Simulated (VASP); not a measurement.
Output of a VASP run:

### OSZICAR
```
       N       E                     dE             d eps       ncg     rms          rms(c)
DAV:   1     0.391716257524E+03    0.39172E+03   -0.16824E+04  3156   0.309E+03
DAV:   2     0.471764248216E+02   -0.34454E+03   -0.33110E+03  2920   0.714E+02
DAV:   3    -0.261933788538E+02   -0.73370E+02   -0.71574E+02  3316   0.224E+02
DAV:   4    -0.319088931002E+02   -0.57155E+01   -0.56737E+01  3568   0.639E+01
DAV:   5    -0.320639682030E+02   -0.15508E+00   -0.15457E+00  3568   0.105E+01    0.107E+01
DAV:   6    -0.278911630865E+02    0.41728E+01   -0.14678E+01  5268   0.600E+01    0.304E+00
DAV:   7    -0.279819317542E+02   -0.90769E-01   -0.19822E+00  3116   0.106E+01    0.258E+00
DAV:   8    -0.279400397309E+02    0.41892E-01   -0.30032E-01  4212   0.796E+00    0.785E-01
DAV:   9    -0.279200375130E+02    0.20002E-01   -0.11129E-01  4268   0.574E+00    0.238E-01
DAV:  10    -0.279208020605E+02   -0.76455E-03   -0.69697E-03  3252   0.911E-01    0.134E-01
DAV:  11    -0.279209926676E+02   -0.19061E-03   -0.67512E-04  4240   0.205E-01    0.992E-02
DAV:  12    -0.279208009556E+02    0.19171E-03   -0.73456E-04  4168   0.462E-01    0.976E-03
DAV:  13    -0.279208098700E+02   -0.89144E-05   -0.90177E-05  3012   0.654E-02    0.854E-03
DAV:  14    -0.279208084450E+02    0.14250E-05   -0.18405E-05  3988   0.889E-02    0.489E-03
DAV:  15    -0.279208080795E+02    0.36553E-06   -0.30155E-06  3192   0.253E-02
   1 F= -.27920808E+02 E0= -.27920808E+02  d E =-.186828E-12  mag=     0.0000    -0.0000    -0.0000
       N       E                     dE             ncg
       N       E                     dE             ncg
```

### OUTCAR
```
------------------------ aborting loop because EDIFF is reached ----------------------------------------
  FORCE on cell =-STRESS in cart. coord.  units (eV):
  Direction    XX          YY          ZZ          XY          YZ          ZX
  --------------------------------------------------------------------------------------
  Total       -0.0483564     -0.0483564      0.0125737      0.0000000      0.0000000      0.0000000
  in kB       -1.7426144     -1.7426143      0.4531187      0.0000000      0.0000000      0.0000000
  external PRESSURE =      -1.0107033 kB  Pullay stress =       0.0000000 kB
  volume of cell :       44.46
      direct lattice vectors                 reciprocal lattice vectors
     1.579625810 -2.735992123  0.000000000     0.316530660 -0.182749064  0.000000000
     1.579625810  2.735992123  0.000000000     0.316530660  0.182749064  0.000000000
     0.000000000  0.000000000  5.143564216     0.000000000  0.000000000  0.194417715
  FREE ENERGIE OF THE ION-ELECTRON SYSTEM (eV)
  ---------------------------------------------------
  free  energy   TOTEN  =       -27.9208080795 eV

  energy  without entropy=      -27.9208080795  energy(sigma->0) =      -27.92080808

 Ion:    1  E_soc:     -0.0113971

 Ion:    2  E_soc:     -0.0113971

 Ion:    3  E_soc:     -0.0000979

 Ion:    4  E_soc:     -0.0000979
```
(Selected blocks of OUTCAR.)

### POSCAR
```
GaN
1
    1.5796258099    -2.7359921227     0.0000000000
    1.5796258099     2.7359921227     0.0000000000
    0.0000000000     0.0000000000     5.1435642164
Ga N
2 2
Direct
  0.6666670000   0.3333330000   0.5000507569
  0.3333330000   0.6666670000   0.0000507569
  0.6666670000   0.3333330000   0.8769492431
  0.3333330000   0.6666670000   0.3769492431
```

Question: Write an INCAR and KPOINTS that could have produced this output.

Answer: Several could match; the one computed here: the input of the run itself, LDA (Ceperley-Alder, Perdew-Zunger) with spin-orbit coupling, plane waves, VASP's LDA PAW potentials (set 64).

INCAR:
```
! general
SYSTEM     = GaN
PREC       = Accurate
ENCUT      = 520
LREAL      = .FALSE.
LASPH      = .TRUE.

! electronic loop
EDIFF      = 1E-6
NELM       = 100
ALGO       = Normal
LMAXMIX    = 4

! smearing
ISMEAR     = 0
SIGMA      = 0.05

! functional
GGA_COMPAT = .FALSE.

! spin
MAGMOM     = 0 0 0 0 0 0 0 0 0 0 0 0
LSORBIT    = .TRUE.

! output
LWAVE      = .FALSE.
LCHARG     = .FALSE.
```

KPOINTS_OPT:
```
k-points along high-symmetry lines
5
Line-mode
Reciprocal
  0.000000   0.000000   0.000000 ! GAMMA
  0.000000   0.500000   0.000000 ! M

  0.000000   0.500000   0.000000 ! M
 -0.333333   0.666667   0.000000 ! K

 -0.333333   0.666667   0.000000 ! K
  0.000000   0.000000   0.000000 ! GAMMA

  0.000000   0.000000   0.000000 ! GAMMA
  0.000000   0.000000   0.500000 ! A

  0.000000   0.000000   0.500000 ! A
  0.000000   0.500000   0.500000 ! L

  0.000000   0.500000   0.500000 ! L
 -0.333333   0.666667   0.500000 ! H

 -0.333333   0.666667   0.500000 ! H
  0.000000   0.000000   0.500000 ! A

  0.000000   0.500000   0.500000 ! L
  0.000000   0.500000   0.000000 ! M

 -0.333333   0.666667   0.500000 ! H
 -0.333333   0.666667   0.000000 ! K
```

File KPOINTS:
```
Automatic mesh
0
G
 7 7 4
0 0 0
```

POTCAR, in this order: Ga_d N (LDA.64 set). Program: vasp_ncl.

The compound is GaN in the wurtzite structure. It was relaxed first.
